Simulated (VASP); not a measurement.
Method: LDA (Ceperley-Alder, Perdew-Zunger), VASP's LDA PAW potentials (set 64) (plane waves; VASP).

The input files of a VASP run:

File POSCAR:
```
W
1
   -1.5777100000     1.5777100000     1.5777100000
    1.5777100000    -1.5777100000     1.5777100000
    1.5777100000     1.5777100000    -1.5777100000
W
1
Direct
  0.0000000000   0.0000000000   0.0000000000
```

INCAR:
```
! general
SYSTEM  = W
PREC    = Accurate
ENCUT   = 300
LREAL   = .FALSE.
LASPH   = .TRUE.

! electronic loop
EDIFF   = 1E-6
NELM    = 100
ALGO    = Normal
LMAXMIX = 6

! smearing
ISMEAR  = 0
SIGMA   = 0.272

! ions
ISIF    = 2

! output
LWAVE   = .FALSE.
LCHARG  = .FALSE.
```

KPOINTS:
```
Automatic
0
gamma
19 19 19
0 0 0
```

POTCAR, in this order: W_sv (LDA.64 set). Program: vasp_std.

At this cut-off the stress carries a Pulay error, which pulls relaxed volumes low. Unless said otherwise, spin-orbit coupling is left out, though it shifts the bands of the heavy elements here.

### Question
Predict the energy per atom (σ→0), pressure, band gap (on the k-mesh).

### Answer

- energy per atom (σ→0) = -14.105 eV/atom
- band gap (on the k-mesh) = none (metal, semimetal or under 0.01 eV)
- pressure = -5.34 GPa

OSZICAR:
```
...
DAV:   5    -0.147875284568E+02   -0.28945E-04   -0.28945E-04  5457   0.190E-01    0.214E+01
DAV:   6    -0.142565198077E+02    0.53101E+00   -0.59506E-01  5146   0.984E+00    0.847E+00
DAV:   7    -0.141185170346E+02    0.13800E+00   -0.28763E-01  5349   0.634E+00    0.530E-01
DAV:   8    -0.141126993059E+02    0.58177E-02   -0.38040E-03  5017   0.931E-01    0.732E-02
DAV:   9    -0.141126636892E+02    0.35617E-04   -0.68278E-05  5556   0.967E-02    0.485E-02
DAV:  10    -0.141126658211E+02   -0.21319E-05   -0.69353E-06  5226   0.365E-02    0.964E-03
DAV:  11    -0.141126661006E+02   -0.27953E-06   -0.15533E-07  2741   0.429E-03
   1 F= -.14112666E+02 E0= -.14104693E+02  d E =-.159461E-01
```

The structure comes from a computed database's W entry; how it stands against other phases isn't given here. The cell was not relaxed at this level. The run is one of a series of settings (GGA removed, POTCAR W_sv (LDA.64 set) against the base run), some of them coarse on purpose.
